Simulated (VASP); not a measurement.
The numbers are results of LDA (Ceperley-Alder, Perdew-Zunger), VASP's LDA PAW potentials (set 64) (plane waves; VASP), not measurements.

Input for VASP

### POSCAR
```
W
1.0
 -1.5315862481   1.5315862481   1.5315862481
  1.5315862481  -1.5315862481   1.5315862481
  1.5315862481   1.5315862481  -1.5315862481
W
1
Direct
  1.0000000000   1.0000000000   1.0000000000
```

**KPOINTS**
```
Automatic mesh
0
Gamma
17 17 17
0 0 0
```

### INCAR
```
# general
SYSTEM =W
PREC   =Accurate
ENCUT  =500   # plane-wave cut-off (eV)
LREAL  =.FALSE.
LASPH  =.TRUE.

# electronic loop
EDIFF  =1E-6   # SCF stop (eV)
NELM   =100
ALGO   =Normal   # blocked Davidson
LMAXMIX=6   # l cut-off of mixed one-centre charges

# smearing
ISMEAR =1   # Methfessel-Paxton
SIGMA  =0.1

# ions
IBRION =2   # conjugate gradients
NSW    =40
ISIF   =3
EDIFFG =-0.02
PSTRESS=300

# output
LWAVE  =.FALSE.
LCHARG =.FALSE.
```

POTCAR, in this order: W_sv (LDA.64 set). Program: vasp_std.

Output

### OSZICAR
```
       N       E                     dE             d eps       ncg     rms          rms(c)
DAV:   1     0.728025996467E+02    0.72803E+02   -0.77684E+03  3654   0.144E+03
DAV:   2    -0.132450901503E+02   -0.86048E+02   -0.83196E+02  3863   0.329E+02
DAV:   3    -0.146038184337E+02   -0.13587E+01   -0.13475E+01  4155   0.413E+01
DAV:   4    -0.146098129031E+02   -0.59945E-02   -0.59939E-02  3921   0.300E+00
DAV:   5    -0.146098582867E+02   -0.45384E-04   -0.45383E-04  4056   0.259E-01    0.253E+01
DAV:   6    -0.141451193905E+02    0.46474E+00   -0.46199E-01  3858   0.904E+00    0.109E+01
DAV:   7    -0.140133315140E+02    0.13179E+00   -0.25249E-01  3968   0.622E+00    0.443E-01
DAV:   8    -0.140080272018E+02    0.53043E-02   -0.41316E-03  3756   0.104E+00    0.850E-02
DAV:   9    -0.140080346496E+02   -0.74478E-05   -0.43935E-05  4160   0.879E-02    0.570E-02
DAV:  10    -0.140080376834E+02   -0.30338E-05   -0.84159E-06  3959   0.415E-02    0.441E-03
DAV:  11    -0.140080376687E+02    0.14743E-07   -0.94322E-08  2013   0.411E-03
   1 F= -.11317153E+02 E0= -.11317097E+02  d E =-.113172E+02
       N       E                     dE             d eps       ncg     rms          rms(c)
DAV:   1    -0.139941255243E+02    0.13912E-01   -0.18388E-01  3768   0.695E+00    0.131E+00
DAV:   2    -0.139876735277E+02    0.64520E-02   -0.91386E-03  3729   0.136E+00    0.304E-01
DAV:   3    -0.139864668569E+02    0.12067E-02   -0.31084E-03  3815   0.776E-01    0.222E-01
DAV:   4    -0.139864714685E+02   -0.46116E-05   -0.84874E-05  3761   0.125E-01    0.292E-02
DAV:   5    -0.139864699332E+02    0.15354E-05   -0.58080E-06  3906   0.326E-02    0.145E-03
DAV:   6    -0.139864699249E+02    0.82937E-08   -0.58915E-08  1940   0.343E-03
   2 F= -.11316325E+02 E0= -.11316263E+02  d E =0.828301E-03
       N       E                     dE             d eps       ncg     rms          rms(c)
DAV:   1    -0.140099279415E+02   -0.23458E-01   -0.12857E-01  3762   0.585E+00    0.108E+00
DAV:   2    -0.140054359924E+02    0.44919E-02   -0.64480E-03  3723   0.113E+00    0.254E-01
DAV:   3    -0.140046046928E+02    0.83130E-03   -0.21682E-03  3818   0.645E-01    0.181E-01
DAV:   4    -0.140046088619E+02   -0.41691E-05   -0.58359E-05  3743   0.103E-01    0.288E-02
DAV:   5    -0.140046077061E+02    0.11558E-05   -0.40194E-06  3864   0.270E-02    0.120E-03
DAV:   6    -0.140046076836E+02    0.22570E-07   -0.38612E-08  1883   0.279E-03
   3 F= -.11317187E+02 E0= -.11317129E+02  d E =-.339721E-04
```

File OUTCAR:
```
------------------------ aborting loop because EDIFF is reached ----------------------------------------
  FORCE on cell =-STRESS in cart. coord.  units (eV):
  Direction    XX          YY          ZZ          XY          YZ          ZX
  --------------------------------------------------------------------------------------
  Total        2.6882428      2.6882428      2.6882428      0.0000000      0.0000000     -0.0000000
  in kB      300.0918034    300.0918034    300.0918034      0.0000000      0.0000000     -0.0000000
  external PRESSURE =       0.0918034 kB  Pullay stress =     300.0000000 kB
  volume of cell :       14.35
      direct lattice vectors                 reciprocal lattice vectors
    -1.530928766  1.530928766  1.530928766     0.000000000  0.326599128  0.326599128
     1.530928766 -1.530928766  1.530928766     0.326599128  0.000000000  0.326599128
     1.530928766  1.530928766 -1.530928766     0.326599128  0.326599128  0.000000000
 POSITION                                       TOTAL-FORCE (eV/Angst)
 -----------------------------------------------------------------------------------
      0.00000      0.00000      0.00000         0.000000      0.000000      0.000000
 -----------------------------------------------------------------------------------
    total drift:                               -0.000000     -0.000000      0.000000
  FREE ENERGIE OF THE ION-ELECTRON SYSTEM (eV)
  ---------------------------------------------------
  free  energy   TOTEN  =       -14.0046076836 eV

  energy  without entropy=      -14.0044322313  energy(sigma->0) =      -14.00454920
  enthalpy is  TOTEN    =       -11.3171872570 eV   P V=        2.6874204266

 reached required accuracy - stopping structural energy minimisation
```
(Selected blocks of OUTCAR.)

### CONTCAR
```
W
   1.00000000000000
    -1.5309287657001769    1.5309287657001769    1.5309287657001769
     1.5309287657001769   -1.5309287657001769    1.5309287657001769
     1.5309287657001769    1.5309287657001769   -1.5309287657001769
  W
     1
Direct
     0.0000000000000000    0.0000000000000000    0.0000000000000000
```

### OUTCAR
```
 val. band max:       12.9197860920   @ k =  -0.2941   0.3529   0.1765

 cond. band min:      12.9258157884   @ k =   0.4118   0.0000   0.0000


 Fermi energy:        12.9247060747

 k-point     1 :       0.0000    0.0000    0.0000
  band No.  band energies     occupation
      1     -60.8092      2.00000
      2     -24.4347      2.00000
      3     -24.4347      2.00000
      4     -24.4347      2.00000
      5       2.7585      2.00000
      6      11.3861      2.00000
      7      11.3861      2.00000
      8      11.3861      2.00000
      9      15.2583      0.00000
     10      15.2583      0.00000
     11      27.6092      0.00000

 k-point     2 :       0.0588    0.0000    0.0000
  band No.  band energies     occupation
      1     -60.8021      2.00000
      2     -24.5023      2.00000
      3     -24.4552      2.00000
      4     -24.4352      2.00000
      5       2.9500      2.00000
      6      11.2672      2.00000
      7      11.3603      2.00000
      8      11.5716      2.00000
      9      15.0602      0.00000
     10      15.2576      0.00000
     11      27.7795      0.00000

 k-point     3 :       0.1176    0.0000    0.0000
  band No.  band energies     occupation
      1     -60.7816      2.00000
      2     -24.6928      2.00000
      3     -24.5134      2.00000
      4     -24.4367      2.00000
      5       3.4951      2.00000
      6      10.9434      2.00000
      7      11.2452      2.00000
      8      12.1211      2.00000
      9      14.6657     -0.00000
     10      15.2673      0.00000
     11      28.2102      0.00000

 k-point     4 :       0.1765    0.0000    0.0000
  band No.  band energies     occupation
      1     -60.7504      2.00000
      2     -24.9736      2.00000
      3     -24.6005      2.00000
      4     -24.4390      2.00000
      5       4.2977      2.00000
      6      10.4930      2.00000
      7      11.0012      2.00000
      8      13.0133     -0.01786
      9      14.4353     -0.00000
...
```

Unless said otherwise, spin-orbit coupling is left out, though it shifts the bands of the heavy elements here.

The compound is W in the bcc structure. This run relaxes it under an external pressure of 30 GPa. Symmetry was kept, so distortions that lower it aren't found.
